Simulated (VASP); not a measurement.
Calculation: PBEsol GGA, VASP's PBE PAW potentials (set 64) (plane waves; VASP 6.6.1).

Input for VASP

### KPOINTS
```
k-points along high-symmetry lines
12
Line-mode
Reciprocal
  0.000000   0.000000   0.000000 ! GAMMA
  0.000000   0.000000  -0.500000 ! T

  0.000000   0.000000  -0.500000 ! T
 -0.328125   0.328125  -0.500000 ! H_2

 -0.343750   0.328125  -0.187500 ! H_0
  0.000000   0.500000   0.500000 ! L

  0.000000   0.500000   0.500000 ! L
  0.000000   0.000000   0.000000 ! GAMMA

  0.000000   0.000000   0.000000 ! GAMMA
 -0.335938   0.335938   0.000000 ! S_0

 -0.335937   0.328125  -0.343750 ! S_2
 -0.500000   0.000000  -1.000000 ! F

 -0.500000   0.000000  -1.000000 ! F
  0.000000   0.000000   0.000000 ! GAMMA
```

### INCAR
```
SYSTEM = BeCd3S4
PREC = Accurate
ENCUT = 400
EDIFF = 1E-7
NELM = 100
ALGO = Normal
LREAL = .FALSE.
LASPH = .TRUE.
ISMEAR = 0
SIGMA = 0.05
GGA = PS
LMAXMIX = 4
LWAVE = .FALSE.
LCHARG = .FALSE.
LORBIT = 11
ICHARG = 11
```

File POSCAR:
```
BeCd3S4
1
    0.0000000000     2.7831292459     2.7831292459
    2.7831292459     0.0000000000     2.7831292459
   11.2910974003    11.2910974003    -0.1585804165
Cd S Be
3 4 1
Direct
  0.0270063289   0.0270063289   0.9797452533
  0.0036143873   0.0036143873   0.2472892095
  0.9809751031   0.9809751031   0.5142686726
  0.2559968663   0.2559968663   0.0580023503
  0.2333111875   0.2333111875   0.3250166094
  0.2129975424   0.2129975424   0.5902518432
  0.2814631235   0.2814631235   0.7889026574
  0.0046354610   0.0046354610   0.7465234043
```

POTCAR, in this order: Cd S Be (PBE.64 set). Program: vasp_std. Read from the step before: CHGCAR.

What VASP printed:

### OSZICAR
```
       N       E                     dE             d eps       ncg     rms          rms(c)
DAV:   1     0.367854095567E+03    0.36785E+03   -0.25978E+04  6216   0.124E+03
DAV:   2    -0.303859082313E+01   -0.37089E+03   -0.36146E+03  7274   0.330E+02
DAV:   3    -0.261434233530E+02   -0.23105E+02   -0.22879E+02  7328   0.811E+01
DAV:   4    -0.265468640834E+02   -0.40344E+00   -0.40243E+00  7441   0.103E+01
DAV:   5    -0.265554848015E+02   -0.86207E-02   -0.86187E-02  7558   0.138E+00
DAV:   6    -0.265556565990E+02   -0.17180E-03   -0.17177E-03  7454   0.199E-01
DAV:   7    -0.265556627959E+02   -0.61970E-05   -0.61967E-05  7568   0.332E-02
DAV:   8    -0.265556630579E+02   -0.26201E-06   -0.26184E-06  6814   0.598E-03
DAV:   9    -0.265556630697E+02   -0.11740E-07   -0.11949E-07  5498   0.123E-03
   1 F= -.26555663E+02 E0= -.26555663E+02  d E =-.932837E-16
```

### OUTCAR
```
 val. band max:        1.9857114399   @ k =   0.0000   0.0000   0.0000

 cond. band min:       3.3408171022   @ k =   0.0000   0.0000   0.0000



 k-point     1 :       0.0000    0.0000    0.0000
  band No.  band energies     occupation
      1     -10.9999      2.00000
      2     -10.6003      2.00000
      3     -10.4410      2.00000
      4     -10.0569      2.00000
      5      -6.0111      2.00000
      6      -6.0111      2.00000
      7      -5.9945      2.00000
      8      -5.8924      2.00000
      9      -5.8924      2.00000
     10      -5.8315      2.00000
     11      -5.8111      2.00000
     12      -5.8111      2.00000
     13      -5.5390      2.00000
     14      -5.5389      2.00000
     15      -5.4332      2.00000
     16      -5.4332      2.00000
     17      -5.3854      2.00000
     18      -5.3854      2.00000
     19      -5.3211      2.00000
     20      -3.1904      2.00000
     21      -1.3194      2.00000
     22      -0.9203      2.00000
     23       0.3810      2.00000
     24       0.3811      2.00000
     25       1.4289      2.00000
     26       1.4289      2.00000
     27       1.5523      2.00000
     28       1.5989      2.00000
     29       1.5989      2.00000
     30       1.9857      2.00000
     31       1.9857      2.00000
     32       3.3408      0.00000
     33       4.9626      0.00000
     34       5.1794      0.00000
     35       5.3661      0.00000
     36       7.0166      0.00000
     37       7.0172      0.00000

 k-point     2 :       0.0000    0.0000   -0.0455
  band No.  band energies     occupation
      1     -10.9997      2.00000
      2     -10.6017      2.00000
      3     -10.4394      2.00000
      4     -10.0572      2.00000
      5      -6.0111      2.00000
      6      -6.0111      2.00000
      7      -5.9954      2.00000
      8      -5.8924      2.00000
      9      -5.8924      2.00000
     10      -5.8292      2.00000
     11      -5.8111      2.00000
     12      -5.8111      2.00000
...
```

The density is held fixed in this step, so its total energy and stress have no physical meaning.

The structure was generated: BeCd3S4 was put into an ordered model structure (R3m), which need not be its known phase. It was relaxed first.
